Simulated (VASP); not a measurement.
Given:

```xyz
3
Lattice="1.8231 -3.1578 0.0000 1.8231 3.1578 0.0000 0.0000 0.0000 6.4806" Properties=species:S:1:pos:R:3 pbc="T T T"
Zr     0.0000     0.0000     0.0000
S      1.8231     1.0526     1.4354
S      1.8231    -1.0526     5.0452
```

All values below come from PBE GGA, VASP's PBE PAW potentials (set 64) (plane waves; VASP 6.6.1). Numerical set-up: 520 eV cut-off, 8×8×4 Γ-centred mesh, Gaussian smearing of 0.050 eV, potentials Zr_sv S.

Without a dispersion term in the relaxation, distances and binding between the weakly bound layers, chains or molecules are unreliable, and so is what depends on them.

### Question
The ions and cell shape at fixed volume are relaxed. What does this cell relax into?

### Answer

```xyz
3
Lattice="1.8398 -3.1867 0.0000 1.8398 3.1867 0.0000 0.0000 0.0000 6.3635" Properties=species:S:1:pos:R:3 pbc="T T T"
Zr     1.8398    -3.1867     0.0000
S      1.8398     1.0622     1.4507
S      1.8398    -1.0622     4.9128
```
Space group P-3m1 (164), at a tolerance of 0.03 Å.

### Question
How much energy does the relaxation gain?

### Answer
The energy (σ→0) changes by -5.6 meV/atom, in 7 ionic steps.

The compound is ZrS2 in the 1T layered structure. This cell is one point of a volume scan, at 0.97 of the reference volume. Symmetry was kept, so distortions that lower it aren't found.
